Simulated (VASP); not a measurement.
Data:

```yaml
crystal:
  lattice:
    - [3.54981, 0.00000, 0.00000]
    - [-1.77491, 3.07423, 0.00000]
    - [0.00000, 0.00000, 6.33557]
  atoms:
    - { symbol: Ti, position: [0.00000, 0.00000, 0.00000] }
    - { symbol: Se, position: [0.33333, 0.66667, 0.23993] }
    - { symbol: Se, position: [0.66667, 0.33333, 0.76007] }
```

Level of theory: PBE GGA, VASP's PBE PAW potentials (set 64) (plane waves; VASP 6.6.1). Settings: 300 eV cut-off, 11×11×5 Γ-centred mesh, Gaussian smearing of 0.10 eV, potentials Ti_sv Se.

Question: Give the energies of bands 7 to 15 at the high-symmetry points, in eV from the Fermi level.

Answer: 
```
band      Γ      M      K      A      L      H
----  -----  -----  -----  -----  -----  -----
7     -4.98  -5.02  -4.07  -3.92  -5.07  -4.07
8     -2.29  -3.80  -3.87  -2.27  -4.26  -4.07
9     -2.29  -2.65  -3.87  -2.27  -2.63  -3.80
10    -0.17  -2.35  -2.42  -2.20  -2.40  -2.84
11     0.46  -2.30  -2.40   0.37  -1.36  -2.09
12     0.46  -1.24  -2.40   0.37  -1.04  -2.09
13     0.47   0.13   1.08   0.45  -0.07   1.09
14     0.47   1.33   1.58   0.45   1.33   1.33
15     0.71   1.71   1.58   1.19   1.69   1.33
```

It has no gap at this level: it comes out as a metal or semimetal.

The structure comes from a computed database's TiSe2 entry; how it stands against other phases isn't given here. The cell was not relaxed at this level.
